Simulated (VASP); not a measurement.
# SrTlF3: single point with PBE

The system is SrTlF3.

```
CELL_PARAMETERS angstrom
4.68505 0.00000 0.00000
0.00000 4.68505 0.00000
0.00000 0.00000 4.71647
ATOMIC_POSITIONS crystal
Tl 0.00000 0.00000 0.00000
Sr 0.50000 0.50000 0.50000
F 0.50000 0.50000 0.00000
F 0.50000 0.00000 0.50000
F 0.00000 0.50000 0.50000
```

The cell was built by a generator and needn't be a form met in nature.

The cell isn't the ideal one: epitaxial_xy strain -0.5%.

```json
{"Program": "VASP 6.6.1", "Task": "single point", "Functional": "PBE", "Potentials or basis": "VASP PAW PBE potentials, release 64 (Tl_d, Sr_sv, F)", "Cutoff": "520 eV", "k mesh": "6 × 6 × 6", "Occupations": "fermi-dirac, width 0.02 eV", "Spin": "no spin polarisation", "Dipole correction": "no", "Further INCAR settings": "ALGO = Normal; EDIFF = 1e-06; NBANDS = 30"}
```

The pressure is 2.4 GPa and the band gap on the k mesh is 4.40 eV, direct.

Stress tensor (GPa, compression positive):
```
2.63 0.00 0.00
0.00 2.63 0.00
0.00 0.00 2.02
```

Levels at points of the mesh, in eV from the valence-band top:
| k point | band 19 | band 20 | band 21 | band 22 | band 23 | band 24 | band 25 | band 26 |
| --- | --- | --- | --- | --- | --- | --- | --- | --- |
| (0.00, 0.00, 0.00) | -0.64 | -0.25 | -0.23 | -0.23 | 7.15 | 7.20 | 7.20 | 9.46 |
| (0.50, 0.00, 0.00) | -0.68 | -0.25 | -0.23 | 0.00 | 4.40 | 6.73 | 6.78 | 9.58 |
| (0.50, 0.50, 0.00) | -0.85 | -0.34 | -0.32 | -0.26 | 5.38 | 5.38 | 6.79 | 10.03 |
| (0.00, 0.00, 0.50) | -0.70 | -0.23 | -0.23 | -0.02 | 4.42 | 6.78 | 6.78 | 9.60 |
| (0.50, 0.00, 0.50) | -0.82 | -0.34 | -0.30 | -0.24 | 5.35 | 5.38 | 6.83 | 10.02 |
| (0.50, 0.50, 0.50) | -1.51 | -0.33 | -0.33 | -0.33 | 6.08 | 6.08 | 6.10 | 11.26 |

Run time: 37 s on 1 thread of Intel(R) Xeon(R) 6975P-C (Granite Rapids), with other jobs on the host, peak memory 0.28 GiB.

Caveat: spin-orbit coupling is left out, which as a rule narrows the gap of such compounds by several tenths of an eV. A k mesh can miss the band edges.
